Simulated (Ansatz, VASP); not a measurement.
**Ba: VASP beside Ansatz**

Aim: how closely do two programs agree when they are given the same cell, functional and k mesh? The structure shown is the end of the Ansatz relaxation below.

Calculated with Ansatz 0.2.0; plane waves, with VASP 6.6.1 beside it; single point at LDA.

## 1. Set-up

The cell holds 5 atoms: 5 Ba. Cell: a = 4.123 Å, b = 4.123 Å, c = 52.197 Å, α = 90.0°, β = 90.0°, γ = 68.1°. It derives from Ba. Vacuum lies along c.

Coordinates:

```cif
data_structure
_symmetry_space_group_name_H-M 'P 1'
_symmetry_Int_Tables_number 1
_cell_length_a 4.1228
_cell_length_b 4.1228
_cell_length_c 52.1974
_cell_angle_alpha 90.000
_cell_angle_beta 90.000
_cell_angle_gamma 68.095
_cell_volume 823.18
loop_
_atom_site_label
_atom_site_type_symbol
_atom_site_fract_x
_atom_site_fract_y
_atom_site_fract_z
_atom_site_occupancy
Ba1 Ba 0.00000 0.00000 0.13129 1
Ba2 Ba 0.50000 0.50000 0.19535 1
Ba3 Ba 0.00000 0.00000 0.26054 1
Ba4 Ba 0.50000 0.50000 0.32572 1
Ba5 Ba 0.00000 0.00000 0.38978 1
```

## 2. Ansatz: relaxation, LDA

Ansatz runs on its PAW soft_1 files.

This run makes the geometry at which the two programs are then compared.

Input file input.yaml:

```yaml
crystal:
  lattice:
    - [2.3082329171, 3.4161495236, 0.0]
    - [-2.3082329171, 3.4161495236, 0.0]
    - [0.0, 0.0, 52.1974011064]
  atoms:
    - { symbol: Ba, position: [0.0, 0.0, 0.1310734556] }
    - { symbol: Ba, position: [0.5, 0.5, 0.195190724] }
    - { symbol: Ba, position: [0.0, 0.0, 0.2605369178] }
    - { symbol: Ba, position: [0.5, 0.5, 0.3258831116] }
    - { symbol: Ba, position: [0.0, 0.0, 0.3900003799] }
  periodic: [true, true, false]
kpoints:
  mp_grid: { grid: [12, 12, 1] }
hamiltonian:
  xc: lda
  pseudopotentials: { kind: paw, azcp: { folder: soft_1 }, xc_functional: pbe }
scf:
  occupations: { method: methfessel_paxton, width: 0.2 }
output:
  forces: true
  stress: true
  eigenvalues: true
  write_density: true
  write_potential: true
  elf: true
  volumetric_format: npy
relax:
  adjacent_minimum: "off"
  f_tol: 0.001
  max_steps: 60
  cell: { stress_2d_tol: 0.002 }
```

Launch:

```
> ansatz run input.yaml --threads 4 --pin off --max-ram 16384MiB --backend cpu --events-out ev --progress --plain --runs-dir out
```

Numbers of over 12 decimals in the logs are rounded to 6 here.

The log of the run:

```text
Engine: ansatz 0.2.0, aarch64-unknown-linux-gnu
Pseudopotentials: kind: paw
Pseudopotential: Ba, paw, valence charge 10, recommended cutoff 420 eV (normal), soft_1/Ba.paw.azcp
Functional definition: SPW92
  exchange = slater_x
  correlation = pw_c
Crystal: 5 atoms, lattice volume = 823.181 Å³
Basis set: ecut = 420 eV, 15995 PW (Γ)
Bands: 30, of which v1, the nominal top of the filled ones, is band 25 counted from 1 (24 counted from 0)
Symmetry: 8 space group operations
Space group: Cmmm (ITA 65), of the structure as read, at distance tolerance 9.4e-5 Å
k-points: 43 of 144
Non-local potential: Ba, projectors of the file, l = 0: 3, l = 1: 2, l = 2: 2, l = 3: 2
PAW form: soft (Blöchl's): semilocal exchange-correlation on the pseudo side does not see the compensation charge
PAW frozen core: Ba, regenerated for the run's functional, and the local potential with it (the file was generated under x = pbe(κ = 0.804, μ = 0.219515), c = pbe(β = 0.066725))
PAW one-centre angular grid: Ba, 194 points (default); XC on 64 Gauss nodes
Initial density: superposition of atomic densities (neutral atoms: chi_scale 0, normalization atom)
Initial wavefunctions: pseudopotential atomic-orbital guess
Functional: x = slater, c = lda
SCF iter   1: F=—  HF=-28898.949933 eV  |F-HF|=—  |Δ(HF+E_count)|=         —  Δρ=5.95e-3  dr2=1.32e1  ethr=3.10e-3  ⟨swp⟩=19.4  Hψ=27758  notcnv=0
automatic band count: the SCF goes on with 35 bands, as 30 were too few: the levels above may hold too much charge
preconditioner: auto → LDOS  [metal: Δε(μ)=0.002 eV  Ē_g=1.821 eV  σ=0.200 eV  W_gap=0.01  n_scr=56 (ndim 8)  ℏωp=4.1 eV  f_vac=0.617  D(μ)=4.39/eV (n_scr^D=16)  β→1.0]
SCF iter   2: F=—  HF=-28899.865503 eV  |F-HF|=—  |Δ(HF+E_count)|=   9.16e-1  S|Δr|=    0.00e0  Δρ=1.21e-2  dr2=9.68e1  ethr=3.10e-3  ⟨swp⟩=9.7  Hψ=6557  notcnv=0  defer=54  recentre
SCF iter   3: F=—  HF=-28898.123652 eV  |F-HF|=—  |Δ(HF+E_count)|=    1.74e0  S|Δr|=    0.00e0  Δρ=3.39e-3  dr2=4.98e0  ethr=3.10e-3  ⟨swp⟩=6.9  Hψ=5296  notcnv=0  defer=27
SCF iter   4: F=—  HF=-28897.783555 eV  |F-HF|=—  |Δ(HF+E_count)|=   3.40e-1  S|Δr|=    0.00e0  Δρ=1.91e-3  dr2=9.65e-1  ethr=3.10e-3  ⟨swp⟩=3.7  Hψ=2621  notcnv=0  defer=23
SCF iter   5: F=—  HF=-28897.868074 eV  |F-HF|=—  |Δ(HF+E_count)|=   8.45e-2  S|Δr|=    0.00e0  Δρ=2.88e-3  dr2=4.00e0  ethr=1.93e-3  ⟨swp⟩=4.4  Hψ=3439  notcnv=0  defer=15  recentre
SCF iter   6: F=—  HF=-28897.723177 eV  |F-HF|=—  |Δ(HF+E_count)|=   1.45e-1  S|Δr|=    0.00e0  Δρ=9.70e-4  dr2=4.38e-1  ethr=1.93e-3  ⟨swp⟩=1.9  Hψ=1745  notcnv=0  defer=13
SCF iter   7: F=—  HF=-28897.707580 eV  |F-HF|=—  |Δ(HF+E_count)|=   1.56e-2  S|Δr|=    0.00e0  Δρ=2.45e-4  dr2=3.28e-2  ethr=8.76e-4  ⟨swp⟩=1.6  Hψ=1798  notcnv=0  defer=12
SCF iter   8: F=—  HF=-28897.708455 eV  |F-HF|=—  |Δ(HF+E_count)|=   8.75e-4  S|Δr|=    0.00e0  Δρ=1.18e-4  dr2=9.12e-3  ethr=6.57e-5  ⟨swp⟩=2.4  Hψ=1893  notcnv=0  defer=12
SCF iter   9: F=—  HF=-28897.709320 eV  |F-HF|=—  |Δ(HF+E_count)|=   8.64e-4  S|Δr|=    0.00e0  Δρ=1.84e-4  dr2=1.75e-2  ethr=1.82e-5  ⟨swp⟩=1.6  Hψ=1586  notcnv=0  defer=12
SCF iter  10: F=—  HF=-28897.708499 eV  |F-HF|=—  |Δ(HF+E_count)|=   8.21e-4  S|Δr|=    0.00e0  Δρ=8.54e-5  dr2=2.55e-3  ethr=1.82e-5  ⟨swp⟩=1.2  Hψ=1509  notcnv=0  defer=12
[...]
SCF iter  16: F=-28897.708551 eV  HF=-28897.708551 eV  |F-HF|=2.15e-10  |Δ(HF+E_count)|=   2.48e-9  S|Δr|=    0.00e0  Δρ=9.17e-8  dr2=4.78e-10  ethr=3.74e-11  ⟨swp⟩=9.3  Hψ=10514  notcnv=0
SCF iter  17: F=-28897.708551 eV  HF=-28897.708551 eV  |F-HF|=5.09e-11  |Δ(HF+E_count)|=  6.55e-11  S|Δr|=    0.00e0  Δρ=2.21e-8  dr2=8.24e-12  ethr=1.00e-12  ⟨swp⟩=7.7  Hψ=8018  notcnv=0
[...]
SCF iter   2: F=—  HF=-28897.708608 eV  |F-HF|=—  |Δ(HF+E_count)|=   1.32e-4  S|Δr|=    0.00e0  Δρ=2.60e-7  dr2=4.86e-10  ethr=5.40e-13 (applied; sched 1.00e-12)  ⟨swp⟩=7.0  Hψ=6736  notcnv=0
SCF iter   3: F=—  HF=-28897.708608 eV  |F-HF|=—  |Δ(HF+E_count)|=  1.53e-10  S|Δr|=    0.00e0  Δρ=1.19e-7  dr2=8.12e-11  ethr=9.72e-13 (applied; sched 1.00e-12)  ⟨swp⟩=2.0  Hψ=2579  notcnv=0
SCF iter   4: F=—  HF=-28897.708608 eV  |F-HF|=—  |Δ(HF+E_count)|=  8.66e-10  S|Δr|=    0.00e0  Δρ=7.02e-8  dr2=3.06e-11  ethr=1.62e-13 (applied; sched 1.00e-12)  ⟨swp⟩=2.2  Hψ=2123  notcnv=0
SCF iter   5: F=—  HF=-28897.708608 eV  |F-HF|=—  |Δ(HF+E_count)|=   1.26e-9  S|Δr|=    0.00e0  Δρ=3.38e-8  dr2=6.45e-12  ethr=6.12e-14 (applied; sched 1.00e-12)  ⟨swp⟩=2.2  Hψ=2540  notcnv=0
SCF iter   6: F=—  HF=-28897.708608 eV  |F-HF|=—  |Δ(HF+E_count)|=   2.06e-9  S|Δr|=    0.00e0  Δρ=3.74e-8  dr2=8.34e-12  ethr=1.29e-14 (applied; sched 1.00e-12)  ⟨swp⟩=3.2  Hψ=3402  notcnv=0
SCF iter   7: F=—  HF=-28897.708608 eV  |F-HF|=—  |Δ(HF+E_count)|=  8.73e-11  S|Δr|=    0.00e0  Δρ=1.46e-8  dr2=1.26e-12  ethr=1.67e-14 (applied; sched 1.00e-12)  ⟨swp⟩=2.2  Hψ=2619  notcnv=0
SCF iter   8: F=—  HF=-28897.708608 eV  |F-HF|=—  |Δ(HF+E_count)|=  5.46e-11  S|Δr|=    0.00e0  Δρ=5.43e-9  dr2=1.70e-13  ethr=2.52e-15 (applied; sched 1.00e-12)  ⟨swp⟩=2.3  Hψ=2653  notcnv=0
SCF iter   9: F=-28897.708608 eV  HF=-28897.708608 eV  |F-HF|=1.46e-11  |Δ(HF+E_count)|=  5.09e-11  S|Δr|=    0.00e0  Δρ=6.47e-10  dr2=2.22e-15  ethr=1.00e-12  ⟨swp⟩=6.8  Hψ=6735  notcnv=0
SCF 6 converged in 9 iterations: F = -28897.708608 eV  dr2 = 2.22e-15
relax step   6: F+E_penalty+E_count = -28897.70860834 eV  Δ(F+E_penalty+E_count) = -2.535e-8 eV  max|allowed force component| = 2.211e-5 eV/Å  Δτ_max = 0.0000 Å  P = -0.001 N/m  Ω = 823.179 Å³  fix = [c, alpha, beta]  reactions: c -0.000 N/m  stress off target by 1.10e-3 N/m on what of the cell is left free  SCF on the basis re-selected at this cell (its energy is not comparable with the rows above)  (9 SCF iters)
basis re-selected at this cell: Δ(F+E_penalty+E_count) = -2.535e-8 eV, ΔP = +0.000 N/m vs the last step (what re-selecting the basis moved, of the pressure what is left beyond the Pulay correction that the steps carried, after the strain that the cell walked since its last selection, with what the two solves' SCF thresholds leave and, on support functions, any second-order correction that the steps lacked; it is no m [...]
WARN: The output density's exchange-correlation potential varies sharply where the density is thin. Do not read a vacuum level from v_tot or v_xc, or from such a field of the output density. On a cell that repeats whose density bears no net charge and no dipole along the vacuum's axis use v_es (v_loc + v_h of the components); under efield.dipole_correction with no amplitude use v_es + v_field, which holds any externa [...]
SCF converged after 9 iterations
Stability not checked: this state was not tested for a lower state beside it, because cold or Methfessel-Paxton smearing, or corrected tetrahedra, fill the levels in a way that the test cannot read (fill_not_monotonic; see scf.lower_state_search)
Free energy (F): -28897.708608 eV
Harris-Foulkes:  -28897.708608 eV  (|F-HF|=1.46e-11)
Internal energy: -28897.725557 eV  (E = F + TS)
E sigma→0 (E₀):  -28897.712845 eV
Entropy (-TS):   0.016949 eV (3.390 meV/atom)
Fermi energy:    -2.585084 eV
--- Per-component energies (eV) ---
  E_band       = -840.316820
  E_kinetic    = 789.850262
  E_local      = -109346.505763  (includes V_loc(G=0)·N_el)
  E_nonlocal   = 482.395646
  E_hartree    = 54044.294027
  E_xc         = -974.284157
  E_vxc        = -632.104544  (∫ρ·V_xc dr)
  E_paw        = -25137.987531  (= ΣΔE_a)
  E_vpaw       = -222.540461  (= ΣTr[D̂ρ^β])
  E_aug_tail   = -0.000018  (compensation charges beyond the density's cutoff)
  E_ewald      = 51243.099377
  E_core_change = 1.412599  (= ΣΔE_core)
  E_smearing   = 0.016949  (= −TS)
  E_closure    = 0.000000  (closes the sum)
  Σ components = -28897.708608   (vs F -28897.708608, Δ=0.00e0)
--- Forces (eV/Å), atoms counted from 1 ---
  atom   1  Ba    -0.00000000    -0.00000000     0.00001401
  atom   2  Ba    -0.00000000    -0.00000000     0.00002211
  atom   3  Ba    -0.00000000    -0.00000000     0.00000000
  atom   4  Ba     0.00000000     0.00000000    -0.00002211
  atom   5  Ba     0.00000000     0.00000000    -0.00001401
  max |Σ_I F_I| component: 6.78e-21 eV/Å
--- 2D stress c σ (N/m, compression-positive) ---
       -0.001097      -0.000000      -0.000000
       -0.000000      -0.000739       0.000000
       -0.000000       0.000000      -0.000000
  P = ½ c Tr σ = -0.0009 N/m
--- Band table (eV; the first three rows and the last of 43) ---
  k-point 0: bands = [... 21 lower, -4.9389, -4.4303, -3.9308, -3.6676, -2.2155, -2.1877, -1.7418 (-1.7418°), -1.6455 (-1.6455°), ... 6 higher]
  k-point 1: bands = [... 21 lower, -4.8228, -4.3186, -3.8134, -3.5418, -2.1929, -2.1590, -1.7546 (-1.7546°), -1.6695 (-1.6695°), ... 6 higher]
  k-point 2: bands = [... 21 lower, -4.5063, -4.0264, -3.5129, -3.2056, -2.1567, -2.1195, -1.8270, -1.7848, ... 6 higher]
  k-point 42: bands = [... 21 lower, -3.2985, -3.2737, -3.2683, -3.0829, -3.0056, -2.9785, -2.4199, -1.6725, ... 6 higher]
  ° read free of the cell's end (the report's vacuum.weakly_bound_levels)
--- Relaxed structure (5 steps of the walk, 5 accepted, 1 SCFs on fresh bases) ---
  F+E_penalty+E_count = -28897.70860834 eV   max|allowed force component| = 2.211e-5 eV/Å   (the final SCF, on the basis selected at the relaxed cell)
  cell:  # Å, volume = 823.1787 Å³
    - [2.308286, 3.416062, 0]
    - [-2.308286, 3.416062, 0]
    - [0, 0, 52.1974011064]
  atoms:
    - { symbol: Ba, position: [-1.386056252172465e-19, 1.386056252172465e-19, 0.131294] }
    - { symbol: Ba, position: [0.500000, 0.500000, 0.195349] }
    - { symbol: Ba, position: [0, 0, 0.26053691778] }
    - { symbol: Ba, position: [0.500000, 0.500000, 0.325725] }
    - { symbol: Ba, position: [1.3860562521724651e-19, -1.3860562521724656e-19, 0.389780] }
```

[end of part 1 of 2]

[Lines on the potential files, build, host, timing and source positions are cut from VASP's logs without a mark.]

[Logs are printed without paths, hosts, clocks, repeated set-up lines and the standing remarks that a program may print on its own settings, such as how far it seeks lower states.]

[Hosts, paths, dates, database ids (printed as entryN), source tags and the programs' standing remarks are cut or masked in the printed files.]
